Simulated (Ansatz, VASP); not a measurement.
# Zr (Zirconium): VASP beside Ansatz

Wanted: the spread between two codes on one cell, functional and k mesh. The cell is taken from a series of runs on this material, whose earlier steps may have relaxed, scaled, displaced or heated it; both programs get it as it stands.

Main program and level: Ansatz 0.2.0; plane waves, with VASP 6.6.1 beside it; zone-centre phonons at LDA.

## (1) The starting structure

It takes space group P6_3/mmc (No. 194, hexagonal). Conventional cell: a = 3.168 Å, b = 3.168 Å, c = 5.113 Å, α = 90.00°, β = 90.00°, γ = 120.00°. Zr has 12 Zr at 3.14 to 3.17 Å nearest.

As a file:

```
Zr
1.0
     3.16779    0.00000    0.00000
    -1.58390    2.74339    0.00000
     0.00000    0.00000    5.11292
Zr
2
Direct
  0.33333 0.66667 0.25000
  0.66667 0.33333 0.75000
```

## (2) VASP: zone-centre phonons, LDA, pair 1

Second derivatives magnify differences that forces hide, and they need a tight electronic threshold.

Lines of VASP's logs that name or quote its potential files are left out, and so is its time.

The input, INCAR:

```
SYSTEM = Zr
PREC = Accurate
ENCUT = 500
EDIFF = 1E-08
NELM = 120
ISMEAR = 1
SIGMA = 0.2
LREAL = .FALSE.
ALGO = Normal
GGA = PW92
NBANDS = 18
LASPH = .TRUE.
LORBIT = 11
LWAVE = .FALSE.
LCHARG = .FALSE.
ISIF = 2
IBRION = 8
GGA_COMPAT = .FALSE.
KPAR = 2
```

The input, POSCAR:

```
Zr
1.0
    3.1677906653      0.0000000000      0.0000000000
   -1.5838953327      2.7433871901      0.0000000000
    0.0000000000      0.0000000000      5.1129233832
Zr
2
Direct
    0.3333333334      0.6666666668      0.2500000000
    0.6666666668      0.3333333334      0.7500000000
```

The input, KPOINTS:

```
Automatic mesh
0
Gamma
15 15 8
0 0 0
```

PAW data sets: Zr_sv (LDA family, release 64).

On the command line:

```sh
mpirun -np 2 vasp_std
```

Numbers of over 12 decimals in the logs are rounded to 6 here.

Output:

```text
[banner, memory and clock lines left out]
running    2 mpi-ranks, on    1 nodes
 distrk:  each k-point on    1 cores,    2 groups
 distr:  one band on    1 cores,    1 groups

 POSCAR found type information on POSCAR Zr
 POSCAR found :  1 types and       2 ions
|                                                                             |
|               ----> ADVICE to this user running VASP <----                  |
|                                                                             |
|     You enforced a specific xc type in the INCAR file but a different       |
|     [... a line on the potential file left out ...]
|     I HOPE YOU KNOW WHAT YOU ARE DOING!                                     |
|                                                                             |

 LDA part: xc-table for (Slater(with rela. corr.)+PW92), standard interpolation
 POSCAR, INCAR and KPOINTS ok, starting setup
 FFT: planning ... GRIDC
 FFT: planning ... GRID_SOFT
 FFT: planning ... GRID
 WAVECAR not read
 entering main loop
       N       E                     dE             d eps       ncg     rms          rms(c)
DAV:   1     0.210954041971E+03    0.21095E+03   -0.13178E+04  4860   0.129E+03
DAV:   2    -0.360182164306E+01   -0.21456E+03   -0.21122E+03  5698   0.380E+02
DAV:   3    -0.189154614183E+02   -0.15314E+02   -0.15111E+02  8756   0.737E+01
DAV:   4    -0.192624443060E+02   -0.34698E+00   -0.34667E+00  5672   0.117E+01
DAV:   5    -0.192731913898E+02   -0.10747E-01   -0.10742E-01  7218   0.143E+00    0.157E+01
DAV:   6    -0.186732425366E+02    0.59995E+00   -0.90142E-01  5244   0.734E+00    0.633E+00
DAV:   7    -0.185548470459E+02    0.11840E+00   -0.58018E-01  7086   0.498E+00    0.107E+00
DAV:   8    -0.185573251430E+02   -0.24781E-02   -0.31951E-02  6430   0.146E+00    0.263E-01
DAV:   9    -0.185575867376E+02   -0.26159E-03   -0.12924E-03  6220   0.333E-01    0.294E-02
DAV:  10    -0.185575735070E+02    0.13231E-04   -0.42172E-05  7150   0.401E-02    0.237E-02
DAV:  11    -0.185575745832E+02   -0.10762E-05   -0.79632E-06  5364   0.331E-02    0.193E-03
DAV:  12    -0.185575745095E+02    0.73716E-07   -0.33885E-07  6428   0.404E-03    0.172E-03
DAV:  13    -0.185575745110E+02   -0.15893E-08   -0.24668E-08  4294   0.106E-03
   1 F= -.18557575E+02 E0= -.18558151E+02  d E =0.173057E-02
 Linear response reoptimize wavefunctions to high precision
DAV:   1    -0.185575745142E+02   -0.31241E-08   -0.42524E-09  4034   0.646E-04
DAV:   2    -0.185575745142E+02   -0.44565E-10   -0.37446E-10  2912   0.149E-04
 Linear response DOF=           2
 Linear response progress:
  Degree of freedom:   1/  2
       N       E                     dE             d eps       ncg     rms          rms(c)
RMM:   1    -0.654841434265E+00   -0.65484E+00    0.27632E+00 21865   0.134E+01
RMM:   2    -0.606786039728E+00    0.48055E-01   -0.23996E-01 33006   0.270E+00    0.231E-01
RMM:   3    -0.608343947122E+00   -0.15579E-02   -0.37753E-02 40472   0.946E-01    0.722E-02
RMM:   4    -0.610523182679E+00   -0.21792E-02   -0.48453E-03 49005   0.341E-01    0.252E-02
RMM:   5    -0.611103059150E+00   -0.57988E-03   -0.83750E-04 47903   0.141E-01    0.169E-02
RMM:   6    -0.611144425873E+00   -0.41367E-04   -0.19327E-04 51901   0.608E-02    0.176E-02
RMM:   7    -0.611080644689E+00    0.63781E-04   -0.58395E-05 48180   0.367E-02    0.483E-03
RMM:   8    -0.611034531745E+00    0.46113E-04   -0.21779E-05 51966   0.163E-02    0.702E-03
RMM:   9    -0.611017440847E+00    0.17091E-04   -0.86562E-06 50634   0.941E-03    0.485E-03
RMM:  10    -0.611002339096E+00    0.15102E-04   -0.36085E-06 49543   0.695E-03    0.148E-03
RMM:  11    -0.611001605967E+00    0.73313E-06   -0.32434E-06 53275   0.410E-03    0.578E-04
RMM:  12    -0.611002515185E+00   -0.90922E-06   -0.18603E-06 52875   0.269E-03    0.545E-05
RMM:  13    -0.611003153938E+00   -0.63875E-06   -0.94574E-07 53195   0.181E-03    0.570E-05
RMM:  14    -0.611003187128E+00   -0.33190E-07   -0.39666E-07 52870   0.134E-03    0.393E-05
RMM:  15    -0.611002961066E+00    0.22606E-06    0.11611E-07 50035   0.109E-03    0.550E-05
RMM:  16    -0.611002882606E+00    0.78460E-07    0.36035E-07 50671   0.897E-04    0.651E-06
RMM:  17    -0.611002899544E+00   -0.16939E-07    0.49206E-07 52670   0.757E-04    0.107E-05
RMM:  18    -0.611003051112E+00   -0.15157E-06    0.53683E-07 51155   0.656E-04    0.279E-05
RMM:  19    -0.611002991431E+00    0.59681E-07    0.56291E-07 49803   0.583E-04    0.387E-05
RMM:  20    -0.611002972611E+00    0.18820E-07    0.55648E-07 52700   0.519E-04    0.410E-05
RMM:  21    -0.611002991423E+00   -0.18812E-07    0.54319E-07 50229   0.470E-04    0.426E-05
RMM:  22    -0.611002960071E+00    0.31352E-07    0.53103E-07 50513   0.431E-04    0.431E-05
 first order change of Fermi-energy   0.14819E-04
 force on displaced ion       1 direction 1 :  -0.504   0.000   0.000
 Linear response progress:
  Degree of freedom:   2/  2
       N       E                     dE             d eps       ncg     rms          rms(c)
RMM:   1    -0.775740189980E+00   -0.77574E+00    0.29932E+00  7554   0.135E+01
RMM:   2    -0.727814592156E+00    0.47926E-01   -0.26388E-01 11157   0.276E+00    0.246E-01
RMM:   3    -0.731258126958E+00   -0.34435E-02   -0.45944E-02 13636   0.977E-01    0.824E-02
RMM:   4    -0.733916764304E+00   -0.26586E-02   -0.58876E-03 15370   0.353E-01    0.316E-02
RMM:   5    -0.734233906796E+00   -0.31714E-03   -0.80161E-04 16180   0.147E-01    0.204E-02
RMM:   6    -0.734171698614E+00    0.62208E-04    0.42653E-04 16785   0.649E-02    0.167E-02
RMM:   7    -0.734063702251E+00    0.10800E-03    0.12277E-04 16786   0.362E-02    0.466E-03
RMM:   8    -0.734080037285E+00   -0.16335E-04   -0.46986E-05 16725   0.186E-02    0.131E-03
RMM:   9    -0.734058724802E+00    0.21312E-04    0.17512E-05 17491   0.102E-02    0.301E-04
RMM:  10    -0.734060554626E+00   -0.18298E-05    0.12719E-06 17808   0.571E-03    0.283E-04
RMM:  11    -0.734060598864E+00   -0.44238E-07    0.56447E-06 17524   0.354E-03    0.138E-04
RMM:  12    -0.734063723247E+00   -0.31244E-05   -0.70618E-06 17129   0.257E-03    0.609E-05
RMM:  13    -0.734063294489E+00    0.42876E-06   -0.33369E-06 17746   0.185E-03    0.411E-05
RMM:  14    -0.734064177557E+00   -0.88307E-06   -0.54469E-06 16687   0.145E-03    0.331E-05
RMM:  15    -0.734063926703E+00    0.25085E-06   -0.50840E-06 16710   0.115E-03    0.458E-05
RMM:  16    -0.734063917845E+00    0.88583E-08   -0.43990E-06 17708   0.921E-04    0.604E-05
RMM:  17    -0.734063939600E+00   -0.21755E-07   -0.36790E-06 16800   0.758E-04    0.641E-05
RMM:  18    -0.734063845035E+00    0.94566E-07   -0.21287E-06 17117   0.638E-04    0.645E-05
RMM:  19    -0.734063882549E+00   -0.37514E-07   -0.23682E-06 17124   0.546E-04    0.715E-05
 first order change of Fermi-energy  -0.14656E-03
 force on displaced ion       1 direction 3 :  -0.000  -0.000  -4.477
 Linear response finished
```

From OUTCAR (step 2):

```text
ion  position               nearest neighbor table
   1  0.333  0.667  0.250-   2 3.14   2 3.14   2 3.14   2 3.14   2 3.14   2 3.14
   2  0.667  0.333  0.750-   1 3.14   1 3.14   1 3.14   1 3.14   1 3.14   1 3.14

  LATTYP: Found a hexagonal cell.
 ALAT       =     3.1677906653
 C/A-ratio  =     1.6140344876

 Subroutine GETGRP returns: Found 24 space group operations
 (whereof 12 operations were pure point group operations)

The static configuration has the point symmetry D_3d.
 The point group associated with its full space group is D_6h.

 Found    135 irreducible k-points:

   k-points           NKPTS =    135   k-points in BZ     NKDIM =    135   number of bands    NBANDS=     18

   dimension x,y,z NGX =    24 NGY =   24 NGZ =   40
   dimension x,y,z NGXF=    48 NGYF=   48 NGZF=   80

   ENCUT  =  500.0 eV  36.75 Ry    6.06 a.u.   5.78  5.78  9.32*2*pi/ulx,y,z

   NELECT =      24.0000    total number of electrons

 k-points in reciprocal lattice and weights: Automatic mesh
   0.00000000  0.00000000  0.00000000       0.001
   0.06666667  0.00000000  0.00000000       0.003
   0.13333333  0.00000000  0.00000000       0.003
   0.20000000  0.00000000  0.00000000       0.003
   0.26666667  0.00000000  0.00000000       0.003
   0.33333333  0.00000000  0.00000000       0.003
   0.40000000  0.00000000  0.00000000       0.003
   0.46666667  0.00000000  0.00000000       0.003
   0.06666667  0.06666667  0.00000000       0.003
[...]
0.33333333  0.26666667  0.50000000       0.007
   0.33333333  0.33333333  0.50000000       0.001

 average (electrostatic) potential at core
       1 -73.8196       2 -73.8196

  Total       -0.5505599     -0.5505599     -0.5311410      0.0000000      0.0000000      0.0000000
  in kB      -19.8519114    -19.8519114    -19.1517104      0.0000000      0.0000000      0.0000000
  external PRESSURE =     -19.6185110 kB  Pullay stress =       0.0000000 kB

  energy-cutoff  :      500.00
  volume of cell :       44.43
      direct lattice vectors                 reciprocal lattice vectors
     3.167790665  0.000000000  0.000000000     0.315677425  0.182256446  0.000000000
    -1.583895333  2.743387190  0.000000000     0.000000000  0.364512893  0.000000000
     0.000000000  0.000000000  5.112923383     0.000000000  0.000000000  0.195582825

 POSITION                                       TOTAL-FORCE (eV/Angst)
 -----------------------------------------------------------------------------------
     -0.00000      1.82892      1.27823        -0.000000     -0.000000      0.000000
      1.58390      0.91446      3.83469         0.000000      0.000000      0.000000
 -----------------------------------------------------------------------------------
    total drift:                               -0.000000     -0.000000      0.000000

 Eigenvectors and eigenvalues of the dynamical matrix
 ----------------------------------------------------

   1 f  =    4.897691 THz    30.773102 2PiTHz  163.369394 cm-1    20.255214 meV
             X         Y         Z           dx          dy          dz
     -0.000000  1.828925  1.278231     0.000000    0.000000    0.707107
      1.583895  0.914462  3.834693     0.000000    0.000000   -0.707107

   2 f  =    1.643048 THz    10.323573 2PiTHz   54.806169 cm-1     6.795096 meV
             X         Y         Z           dx          dy          dz
     -0.000000  1.828925  1.278231     0.196879   -0.679146    0.000000
      1.583895  0.914462  3.834693    -0.196879    0.679146    0.000000

   3 f  =    1.643048 THz    10.323573 2PiTHz   54.806169 cm-1     6.795096 meV
             X         Y         Z           dx          dy          dz
     -0.000000  1.828925  1.278231    -0.679146   -0.196879    0.000000
      1.583895  0.914462  3.834693     0.679146    0.196879    0.000000

   4 f  =    0.000000 THz     0.000000 2PiTHz    0.000001 cm-1     0.000000 meV
             X         Y         Z           dx          dy          dz
     -0.000000  1.828925  1.278231     0.690373    0.152920    0.000000
      1.583895  0.914462  3.834693     0.690373    0.152920    0.000000

   5 f  =    0.000000 THz     0.000000 2PiTHz    0.000000 cm-1     0.000000 meV
             X         Y         Z           dx          dy          dz
     -0.000000  1.828925  1.278231     0.000000    0.000000    0.707107
      1.583895  0.914462  3.834693     0.000000    0.000000    0.707107

   6 f/i=    0.000000 THz     0.000000 2PiTHz    0.000000 cm-1     0.000000 meV
             X         Y         Z           dx          dy          dz
     -0.000000  1.828925  1.278231    -0.152920    0.690373    0.000000
      1.583895  0.914462  3.834693    -0.152920    0.690373    0.000000

 ELASTIC MODULI CONTR FROM IONIC RELAXATION (kBar)
 Direction    XX          YY          ZZ          XY          YZ          ZX
 --------------------------------------------------------------------------------
 XX         -79.2486     79.2486      0.0000      0.0000     -0.0000     -0.0000
 YY          79.2486    -79.2486     -0.0000      0.0000      0.0000      0.0000
 ZZ           0.0000     -0.0000     -0.0000      0.0000     -0.0000     -0.0000
 XY           0.0000      0.0000      0.0000    -79.2486     -0.0000     -0.0000
 YZ          -0.0000      0.0000     -0.0000     -0.0000     -0.0000     -0.0000
 ZX          -0.0000      0.0000     -0.0000     -0.0000     -0.0000     -0.0000
 --------------------------------------------------------------------------------
```

## (3) Ansatz: zone-centre phonons, LDA, pair 1

Ansatz runs on its PAW soft_1 files.

The same cell, functional (in two slightly different forms), mesh and smearing now go to Ansatz, which takes its cutoff from its data sets.

The input, input.yaml:

```yaml
crystal:
  lattice:
    - [3.1677906653, 0.0, 0.0]
    - [-1.5838953327, 2.7433871901, 0.0]
    - [0.0, 0.0, 5.1129233832]
  atoms:
    - { symbol: Zr, position: [0.3333333333, 0.6666666667, 0.25] }
    - { symbol: Zr, position: [0.6666666667, 0.3333333333, 0.75] }
kpoints:
  mp_grid: { grid: [15, 15, 8] }
hamiltonian:
  xc: lda
  pseudopotentials: { kind: paw, azcp: { folder: soft_1 }, xc_functional: pbe }
scf:
  occupations: { method: methfessel_paxton, width: 0.2 }
output:
  eigenvalues: true
phonons:
  method: dfpt
```

On the command line:

```sh
ansatz run input.yaml --threads 4 --pin off --max-ram 10240MiB --backend cpu --events-out ev --progress --plain --runs-dir out
```

Output:

```text
zone centre: on kpoints.mp_grid the ground state, and the responses unless they are solved on pairs of k-points, stand on 320 of the mesh's 1800 k-points, reduced under 4 symmetry operations, with k and −k counted as one. Each operation leaves every solved displacement unchanged or reverses it
Engine: ansatz 0.2.0, x86_64-unknown-linux-gnu
Pseudopotentials: kind: paw
Pseudopotential: Zr, paw, valence charge 12, recommended cutoff 420 eV (normal), soft_1/Zr.paw.azcp
Functional definition: SPW92
  exchange = slater_x
  correlation = pw_c
Crystal: 2 atoms, lattice volume = 44.434 Å³
Basis set: ecut = 420 eV, 857 PW (Γ), exchange–correlation on 48×48×72 points (8 copies of the dense FFT grid, shifted against one another)
Bands: 16, of which v1, the nominal top of the filled ones, is band 12 counted from 1 (11 counted from 0)
Symmetry: 24 space group operations
k-points: 320 of 1800 (irreducible under 4 space group operations, time reversal used)
Non-local potential: Zr, projectors of the file, l = 0: 3, l = 1: 2, l = 2: 2, l = 3: 1
PAW form: soft (Blöchl's): semilocal exchange-correlation on the pseudo side does not see the compensation charge
PAW frozen core: Zr, regenerated for the run's functional, and the local potential with it (the file was generated under x = pbe(κ = 0.804, μ = 0.219515), c = pbe(β = 0.066725))
PAW one-centre angular grid: Zr, 590 points (default); XC on 64 Gauss nodes
Initial density: superposition of atomic densities (chi_scale 0.1, normalization cell)
Initial wavefunctions: pseudopotential atomic-orbital guess
Functional: x = slater, c = lda
SCF iter   1: F=—  HF=-8155.136467 eV  |F-HF|=—  |Δ(HF+E_count)|=         —  Δρ=2.85e-2  dr2=4.44e-1  ethr=3.10e-3  ⟨swp⟩=5.1  Hψ=47347  notcnv=0
automatic band count: the SCF goes on with 20 bands, as 16 were too few: they end inside the smearing window of the response
preconditioner: auto → Kerker (q_TF=auto, 2.462 Å⁻¹)  [metal: Δε(μ)=0.025 eV  Ē_g=5.319 eV  σ=0.200 eV  W_gap=0.11  n_scr=10 (ndim 8)  ℏωp=15.8 eV  f_vac=0.000  D(μ)=1.97/eV (n_scr^D=22)]
SCF iter   2: F=—  HF=-8155.023658 eV  |F-HF|=—  |Δ(HF+E_count)|=   1.13e-1  S|Δr|=    0.00e0  Δρ=1.76e-2  dr2=1.65e-1  ethr=1.85e-3  ⟨swp⟩=1.0  Hψ=8968  notcnv=0  defer=3
SCF iter   3: F=—  HF=-8154.963321 eV  |F-HF|=—  |Δ(HF+E_count)|=   6.03e-2  S|Δr|=    0.00e0  Δρ=1.69e-3  dr2=7.67e-4  ethr=6.87e-4  ⟨swp⟩=3.0  Hψ=11581  notcnv=0  defer=3
SCF iter   4: F=—  HF=-8154.963292 eV  |F-HF|=—  |Δ(HF+E_count)|=   2.85e-5  S|Δr|=    0.00e0  Δρ=2.72e-4  dr2=1.73e-5  ethr=3.19e-6  ⟨swp⟩=2.1  Hψ=9672  notcnv=0  defer=3
SCF iter   5: F=—  HF=-8154.963294 eV  |F-HF|=—  |Δ(HF+E_count)|=   2.27e-6  S|Δr|=    0.00e0  Δρ=3.16e-5  dr2=2.57e-7  ethr=7.20e-8  ⟨swp⟩=1.0  Hψ=5898  notcnv=0  defer=3
SCF iter   6: F=—  HF=-8154.963294 eV  |F-HF|=—  |Δ(HF+E_count)|=   4.61e-7  S|Δr|=    0.00e0  Δρ=5.62e-6  dr2=1.10e-8  ethr=1.07e-9  ⟨swp⟩=2.1  Hψ=9629  notcnv=0  defer=152
SCF iter   7: F=—  HF=-8154.963294 eV  |F-HF|=—  |Δ(HF+E_count)|=  3.09e-10  S|Δr|=    0.00e0  Δρ=1.02e-6  dr2=4.50e-10  ethr=4.57e-11  ⟨swp⟩=1.1  Hψ=6108  notcnv=0  defer=154
SCF iter   8: F=—  HF=-8154.963294 eV  |F-HF|=—  |Δ(HF+E_count)|=  6.82e-11  S|Δr|=    0.00e0  Δρ=1.84e-7  dr2=1.14e-11  ethr=1.88e-12  ⟨swp⟩=1.8  Hψ=8214  notcnv=0  defer=154
SCF iter   9: F=-8154.963294 eV  HF=-8154.963294 eV  |F-HF|=3.64e-12  |Δ(HF+E_count)|=  9.09e-13  S|Δr|=    0.00e0  Δρ=2.14e-8  dr2=1.08e-13  ethr=1.00e-12  ⟨swp⟩=9.6  Hψ=26367  notcnv=0
SCF 1 converged in 9 iterations: F = -8154.963294 eV  dr2 = 1.08e-13
  greatest PAW one-centre occupation: 0.994 electrons in one spin orbital (limit 2), on the Zr atom at site 1 (counted from 0), in its partial waves of l = 0
DFPT response loops at Γ: preconditioner auto → Kerker (q_TF=auto, 2.462 Å⁻¹) (partly filled bands, converged f_vac=0.000); β = 1.00, the filter's whole step (`scf.mixing.beta` (0.50) is not read by the response loops under this deck's `scf.mixing.preconditioner`; to damp them name `kerker` or `kerker_dos`, under which they read `scf.mixing.beta`, and type it under 1.00, their step now; both keys bind the ground state too); Broyden in place of MSR1
SCF converged after 9 iterations
Stability not checked: this state was not tested for a lower state beside it, because cold or Methfessel-Paxton smearing, or corrected tetrahedra, fill the levels in a way that the test cannot read (fill_not_monotonic; see scf.lower_state_search)
Free energy (F): -8154.963294 eV
Harris-Foulkes:  -8154.963294 eV  (|F-HF|=3.64e-12)
Internal energy: -8154.965060 eV  (E = F + TS)
E sigma→0 (E₀):  -8154.963735 eV
Entropy (-TS):   0.001766 eV (0.883 meV/atom)
Fermi energy:    14.492501 eV
--- Per-component energies (eV) ---
  E_band       = -179.629211
  E_kinetic    = 633.929752
  E_local      = -1173.570608  (includes V_loc(G=0)·N_el)
  E_nonlocal   = 158.938589
  E_hartree    = 380.484806
  E_xc         = -307.351955
  E_vxc        = -365.262202  (∫ρ·V_xc dr)
  E_paw        = -5717.879877  (= ΣΔE_a)
  E_vpaw       = -194.634312  (= ΣTr[D̂ρ^β])
  E_aug_tail   = -0.000049  (compensation charges beyond the density's cutoff)
  E_ewald      = -2130.256518
  E_core_change = 0.740800  (= ΣΔE_core)
  E_smearing   = 0.001766  (= −TS)
  E_closure    = -0.000000  (closes the sum)
  Σ components = -8154.963294   (vs F -8154.963294, Δ=0.00e0)
--- Band table (eV; the first three rows and the last of 320) ---
  k-point 0: bands = [... 8 lower, 8.7512, 11.3065, 15.3384, 15.3384, 15.3640, 15.8008, 16.0434, 16.0434, ... 4 higher]
  k-point 1: bands = [... 8 lower, 8.8873, 11.3043, 15.2630, 15.2741, 15.2741, 15.5400, 15.9461, 15.9461, ... 4 higher]
  k-point 2: bands = [... 8 lower, 9.2756, 11.2475, 14.9804, 14.9983, 15.1795, 15.1795, 15.7143, 15.7143, ... 4 higher]
  k-point 319: bands = [... 8 lower, 12.1208, 12.1208, 13.7974, 13.7974, 14.5362, 14.5362, 16.3484, 16.3484, ... 4 higher]
--- Phonons (Γ-DFPT): 2 representative perturbations + reference, on 320 of 1800 k-points (Σ response iterations 6) ---
  k mesh reduced under 4 symmetry operations, with k and −k counted as one. Each operation leaves every solved displacement unchanged or reverses it
  ASR residual: 4.910e-6 → 0.000e0 eV/Å²; symmetrization residual: 2.531e-10 eV/Å²
  ASR residual per site (eV/Å²): 4.91e-6 4.91e-6
  Γ frequencies (cm⁻¹): 0.00 0.00 0.00 55.50 55.50 162.16
  non-analytic LO–TO correction: not included (Born effective charges unavailable; polar crystals: no LO–TO splitting at Γ)
```

## (4) Side by side

Known differences besides the potentials themselves: the cutoff is 420 eV in Ansatz and 500 eV in VASP; VASP's log shows a relativistic correction to its local exchange, Ansatz's none. Total energies have different zeros and are not compared.

Compared:

```csv
quantity,Ansatz,VASP,difference
optical mode 1 to 2 (cm⁻¹),55.5,54.8,+1.27 %
optical mode 3 (cm⁻¹),162.2,163.4,-0.74 %
```

Modes are paired by rising frequency, not by their patterns, so a pair may set unlike modes beside each other; they are those without the splitting of longitudinal modes.

(Continued in part 2 of 2.)

[Lines on the potential files, build, host, timing and source positions are cut from VASP's logs without a mark.]

[Logs are printed without paths, hosts, clocks, repeated set-up lines and the standing remarks that a program may print on its own settings, such as how far it seeks lower states.]

[Hosts, paths, dates, database ids (printed as entryN), source tags and the programs' standing remarks are cut or masked in the printed files.]
